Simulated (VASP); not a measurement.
Input:

```xyz
1
Lattice="0.0000 2.1468 2.1468 2.1468 0.0000 2.1468 2.1468 2.1468 0.0000" Properties=species:S:1:pos:R:3 pbc="T T T"
Au     0.0000     0.0000     0.0000
```

Level of theory: vdW-DF2, VASP's PBE PAW potentials (set 64) (plane waves; VASP). Settings: 520 eV cut-off, 14×14×14 Γ-centred mesh, first-order Methfessel-Paxton smearing of 0.10 eV, potentials Au.

Unless said otherwise, spin-orbit coupling is left out, though it shifts the bands of the heavy elements here.

Question: Predict the energy per atom (σ→0), pressure, band gap (on the k-mesh) with the smallest direct gap where there is one.

Answer: 
```yaml
band gap (on the k-mesh): none (metal, semimetal or under 0.01 eV)
energy per atom (σ→0): -0.107 eV/atom
pressure: 3.05 GPa
```

Total energies compare only between runs with the same potentials, cut-off and functional.

The compound is Au in the fcc structure. This cell is one point of a volume scan, at 0.97 of the reference volume.
